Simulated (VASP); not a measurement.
These are HSE06 screened hybrid, VASP's PBE PAW potentials (set 64) (plane waves; VASP) values and carry that method's errors.

VASP input:

KPOINTS:
```
Regular mesh
0
Gamma
 2 2 2
0 0 0
```

**POSCAR**
```
SrTe
1.0
  0.0000000000   3.3300000000   3.3300000000
  3.3300000000   0.0000000000   3.3300000000
  3.3300000000   3.3300000000   0.0000000000
Sr Te
1 1
Direct
  0.0000000000   0.0000000000   0.0000000000
  0.5000000000   0.5000000000   0.5000000000
```

### INCAR
```
AEXX=0.25
ALGO=Normal
EDIFF=1E-6
ENCUT=400
GGA=PE
HFSCREEN=0.2
ISIF=2
ISMEAR=0
ISYM=3
LASPH=.TRUE.
LCHARG=.FALSE.
LHFCALC=.TRUE.
LMAXMIX=4
LREAL=.FALSE.
LWAVE=.FALSE.
NELM=100
PREC=Accurate
PRECFOCK=Fast
SIGMA=0.05
SYSTEM=SrTe
```

POTCAR, in this order: Sr_sv Te (PBE.64 set). Program: vasp_std.

**Question.** What will the output report for the number of irreducible k-points (NKPTS), number of bands (NBANDS), largest plane-wave count, number of space-group operations, FFT grid (NGX, NGY, NGZ)?

**Answer.** 
| Item | Result |
|---|---|
| number of irreducible k-points (NKPTS) | 3 |
| number of bands (NBANDS) | 12 |
| largest plane-wave count | 1363 |
| number of space-group operations | 48 |
| FFT grid (NGX, NGY, NGZ) | 32 × 32 × 32 |

The compound is SrTe in the rock salt structure. The cell was not relaxed at this level. The k-mesh is coarse (spacing up to 0.82 per Å, 2π included), so the numbers may not be converged in it.
